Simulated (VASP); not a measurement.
These are PBEsol GGA, VASP's PBE PAW potentials (set 64) (plane waves; VASP) values and carry that method's errors.

VASP ran on this input.

**POSCAR**
```
Cu
1
    0.0000000000     1.6825184358     1.6825184358
    1.6825184358    -0.0000000000     1.6825184358
    1.6825184358     1.6825184358    -0.0000000000
Cu
1
Direct
  1.0000000000   0.0000000000   0.0000000000
```

INCAR:
```
# general
SYSTEM =Cu
PREC   =Accurate
ENCUT  =500   # plane-wave cut-off (eV)
LREAL  =F
LASPH  =T

# electronic loop
EDIFF  =1E-6   # SCF stop (eV)
NELM   =100
ALGO   =Normal
LMAXMIX=4   # l cut-off of mixed one-centre charges

# smearing
ISMEAR =1
SIGMA  =0.1

# functional
GGA    =PS   # PBEsol

# ions
IBRION =2   # conjugate gradients
NSW    =40   # most ionic steps
ISIF   =3   # ions, shape and volume
EDIFFG =-0.02
PSTRESS=450

# output
LWAVE  =F
LCHARG =F
```

### KPOINTS
```
Automatic mesh
0
Gamma
18 18 18
0 0 0
```

POTCAR, in this order: Cu (PBE.64 set). Program: vasp_std.

The run wrote:

OSZICAR:
```
       N       E                     dE             d eps       ncg     rms          rms(c)
DAV:   1     0.326466647035E+02    0.32647E+02   -0.56123E+03  3670   0.212E+03
DAV:   2    -0.479924496408E+01   -0.37446E+02   -0.35702E+02  3523   0.198E+02
DAV:   3    -0.520912151491E+01   -0.40988E+00   -0.40911E+00  4171   0.290E+01
DAV:   4    -0.521176794169E+01   -0.26464E-02   -0.26462E-02  4195   0.202E+00
DAV:   5    -0.521179424261E+01   -0.26301E-04   -0.26300E-04  4110   0.169E-01    0.847E+00
DAV:   6    -0.436165436165E+01    0.85014E+00   -0.15437E+01  3691   0.973E+01    0.283E+00
DAV:   7    -0.411230706988E+01    0.24935E+00   -0.18334E+00  3731   0.331E+01    0.812E-01
DAV:   8    -0.408993627968E+01    0.22371E-01   -0.12277E-02  5263   0.158E+00    0.165E-01
DAV:   9    -0.408936321945E+01    0.57306E-03   -0.25553E-03  3944   0.108E+00    0.226E-02
DAV:  10    -0.408937574903E+01   -0.12530E-04   -0.26699E-05  4344   0.993E-02    0.603E-03
DAV:  11    -0.408937573431E+01    0.14719E-07   -0.33208E-07  2107   0.128E-02
   1 F= -.14138359E+01 E0= -.14138986E+01  d E =-.141384E+01
```

### OUTCAR
```
------------------------ aborting loop because EDIFF is reached ----------------------------------------
  FORCE on cell =-STRESS in cart. coord.  units (eV):
  Direction    XX          YY          ZZ          XY          YZ          ZX
  --------------------------------------------------------------------------------------
  Total        2.6683524      2.6683524      2.6683524      0.0000000     -0.0000000      0.0000000
  in kB      448.7911390    448.7911390    448.7911390      0.0000000     -0.0000000      0.0000000
  external PRESSURE =      -1.2088610 kB  Pullay stress =     450.0000000 kB
  volume of cell :        9.53
      direct lattice vectors                 reciprocal lattice vectors
     0.000000000  1.682518436  1.682518436    -0.297173564  0.297173564  0.297173564
     1.682518436  0.000000000  1.682518436     0.297173564 -0.297173564  0.297173564
     1.682518436  1.682518436  0.000000000     0.297173564  0.297173564 -0.297173564
 POSITION                                       TOTAL-FORCE (eV/Angst)
 -----------------------------------------------------------------------------------
      0.00000      0.00000      0.00000        -0.000000      0.000000      0.000000
 -----------------------------------------------------------------------------------
    total drift:                                0.000000     -0.000000     -0.000000
  FREE ENERGIE OF THE ION-ELECTRON SYSTEM (eV)
  ---------------------------------------------------
  free  energy   TOTEN  =        -4.0893757343 eV

  energy  without entropy=       -4.0895637476  energy(sigma->0) =       -4.08943841
  enthalpy is  TOTEN    =        -1.4138358965 eV   P V=        2.6755398378

 reached required accuracy - stopping structural energy minimisation
```
(Selected blocks of OUTCAR.)

The compound is Cu in the fcc structure. It was relaxed first under an external pressure of 45 GPa.
